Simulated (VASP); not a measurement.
Input:

```yaml
crystal:
  lattice:
    - [4.10192, 0.00000, 0.00000]
    - [0.00000, 4.10192, 0.00000]
    - [0.00000, 0.00000, 4.10192]
  atoms:
    - { symbol: Cs, position: [0.00000, 0.00000, 0.00000] }
    - { symbol: Cl, position: [0.50000, 0.50000, 0.50000] }
```

Computed with optB88-vdW, VASP's PBE PAW potentials (set 64) (plane waves; VASP). Numerical set-up: 520 eV cut-off, 7×7×7 Γ-centred mesh, tetrahedra with Blöchl corrections, potentials Cs_sv Cl.

Unless said otherwise, spin-orbit coupling is left out, though it shifts the bands of the heavy elements here.

Task: What does the run give for the energy per atom (σ→0), band gap (on the k-mesh) with the smallest direct gap where there is one?

Result: 
- band gap (on the k-mesh) = 5.29 eV
- smallest direct gap (on the k-mesh) = 5.29 eV
- energy per atom (σ→0) = -1.172 eV/atom

The compound is CsCl in the CsCl type structure. It was relaxed first.
